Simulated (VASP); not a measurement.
Input for VASP

### POSCAR
```
CsGeBr3
1
    5.5333300000     0.0000000000     0.0000000000
    0.0000000000     5.5333300000     0.0000000000
    0.0000000000     0.0000000000     5.5333300000
Cs Ge Br
1 1 3
Direct
  0.0017700000   0.0033470000  -0.0011340000
  0.5037570000   0.4800960000   0.5108660000
  0.5130590000   0.5214850000  -0.0020520000
  0.0045020000   0.5103110000   0.4919650000
  0.4769130000  -0.0152380000   0.5003550000
```

INCAR:
```
NELM = 100
ENCUT = 300   # plane-wave cut-off (eV)
LCHARG = .FALSE.
ALGO = Normal   # blocked Davidson
LREAL = .FALSE.
ISMEAR = -1   # Fermi-Dirac
ISIF = 2
LWAVE = .FALSE.
GGA = PS
PREC = Accurate
SIGMA = 0.01   # width (eV)
LMAXMIX = 4   # l cut-off of mixed one-centre charges
LASPH = .TRUE.
SYSTEM = CsGeBr3
EDIFF = 1E-6   # SCF stop (eV)
```

File KPOINTS:
```
Automatic mesh
0
G
  5 5 5
```

POTCAR, in this order: Cs_sv Ge_d Br (PBE.64 set). Program: vasp_std.

Problem. Write an equivalent input for Quantum ESPRESSO's pw.x.

Solution. One equivalent input (not run):
```
&CONTROL
  calculation = 'scf'
  pseudo_dir = './pseudo'
  outdir = './out'
  tprnfor = .true.
  tstress = .true.
/
&SYSTEM
  ibrav = 0
  nat = 5
  ntyp = 3
  ecutwfc = 78
  occupations = 'smearing'
  smearing = 'fermi-dirac'
  degauss = 0.000735
  input_dft = 'pbesol'
/
&ELECTRONS
  conv_thr = 7.3e-08
  electron_maxstep = 100
/
ATOMIC_SPECIES
  Cs 132.905 Cs.upf
  Ge 72.630 Ge.upf
  Br 79.904 Br.upf
CELL_PARAMETERS angstrom
     5.5333300    0.0000000    0.0000000
     0.0000000    5.5333300    0.0000000
     0.0000000    0.0000000    5.5333300
ATOMIC_POSITIONS crystal
  Cs   0.0017700  0.0033470 -0.0011340
  Ge   0.5037570  0.4800960  0.5108660
  Br   0.5130590  0.5214850 -0.0020520
  Br   0.0045020  0.5103110  0.4919650
  Br   0.4769130 -0.0152380  0.5003550
K_POINTS automatic
  5 5 5 0 0 0
```
The two are equivalent in intent, not identical: the potentials are each code's own (VASP's PAW set, PseudoDojo norm-conserving files in pw.x), so ENCUT and ecutwfc are chosen apart and not converted; conv_thr bounds pw.x's estimated SCF error, while EDIFF bounds the energy change between steps.

The structure comes from a computed database's CsGeBr3 entry; how it stands against other phases isn't given here. The cell was not relaxed at this level, atoms are displaced from their ideal sites. The run is one of a series of settings (KPOINTS 5×5×5 Γ-centred mesh against the base run), some of them coarse on purpose.
